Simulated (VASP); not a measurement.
Wanted: the native input for a VASP 6.6.1 run.

- Task: band structure
- Functional: PBE
- Potentials or basis: VASP PAW PBE potentials, release 64 (Sn_d, Te)
- Cutoff: 520 eV
- k mesh: 12 × 12 × 12
- Occupations: gaussian, width 0.02 eV
- Spin: no spin polarisation
- Further INCAR settings: ALGO = Normal; EDIFF = 1e-07

Crystal: SnTe.

```
Sn Te
1.0
     0.00000    3.20456    3.20456
     3.20456    0.00000    3.20456
     3.20456    3.20456    0.00000
Sn Te
1 1
Direct
  0.00000 0.00000 0.00000
  0.50000 0.50000 0.50000
```

One way to write it, as run:

POSCAR

```
SnTe                                    
1.0
    0.0000000000      3.2045592203      3.2045592203
    3.2045592203     -0.0000000000      3.2045592203
    3.2045592203      3.2045592203     -0.0000000000
  Sn              Te            
     1     1
Direct
     0.0000000000000000    1.0000000000000000    1.0000000000000000
     0.5000000000000000    0.5000000000000000    0.5000000000000000
```

INCAR.step1

```
SYSTEM = SnTe
PREC = Accurate
ENCUT = 520
EDIFF = 1E-7
ISMEAR = 0
SIGMA = 0.02
LREAL = .False.
LASPH = .True.
NELM = 100
ALGO = Normal
ISIF = 2
LWAVE = .False.
LCHARG = .True.
GGA = PE
```

KPOINTS.step1

```
Automatic mesh
0
Gamma
  12 12 12
  0 0 0
```

INCAR.step2

```
SYSTEM = SnTe
PREC = Accurate
ENCUT = 520
EDIFF = 1E-7
ISMEAR = 0
SIGMA = 0.05
LREAL = .False.
LASPH = .True.
NELM = 100
ALGO = Normal
ISIF = 2
LWAVE = .False.
LCHARG = .False.
GGA = PE
ICHARG = 11
```

KPOINTS.step2

```
path GXWKGLUWLK,UX
15
line-mode
reciprocal
 0.0000000000  0.0000000000  0.0000000000  G
 0.5000000000  0.0000000000  0.5000000000  X

 0.5000000000  0.0000000000  0.5000000000  X
 0.5000000000  0.2500000000  0.7500000000  W

 0.5000000000  0.2500000000  0.7500000000  W
 0.3750000000  0.3750000000  0.7500000000  K

 0.3750000000  0.3750000000  0.7500000000  K
 0.0000000000  0.0000000000  0.0000000000  G

 0.0000000000  0.0000000000  0.0000000000  G
 0.5000000000  0.5000000000  0.5000000000  L

 0.5000000000  0.5000000000  0.5000000000  L
 0.6250000000  0.2500000000  0.6250000000  U

 0.6250000000  0.2500000000  0.6250000000  U
 0.5000000000  0.2500000000  0.7500000000  W

 0.5000000000  0.2500000000  0.7500000000  W
 0.5000000000  0.5000000000  0.5000000000  L

 0.5000000000  0.5000000000  0.5000000000  L
 0.3750000000  0.3750000000  0.7500000000  K

 0.6250000000  0.2500000000  0.6250000000  U
 0.5000000000  0.0000000000  0.5000000000  X
```

Potentials or basis: VASP PAW PBE potentials, release 64 (Sn_d, Te).

Launch:

```bash
$ cat potpaw_PBE.64/Sn_d/POTCAR potpaw_PBE.64/Te/POTCAR > POTCAR
$ cp INCAR.step1 INCAR
$ cp KPOINTS.step1 KPOINTS
$ mpirun -np 1 vasp_std > vasp.out
$ cp INCAR.step2 INCAR
$ cp KPOINTS.step2 KPOINTS
$ mpirun -np 1 vasp_std > vasp.out
```

Results of the run:

- Band gap on the k mesh: 0.05 eV, direct
- Band gap along the path: 0.05 eV, direct

Caveat: the log is that of the step along the path at fixed density, whose energy, stress, charges and moments have no meaning; spin-orbit coupling is left out, which moves the levels of the heavy elements.

Run time: 2 min on 1 thread of Intel(R) Xeon(R) Platinum 8488C (Sapphire Rapids) (shared host), peak memory 0.3 GiB.
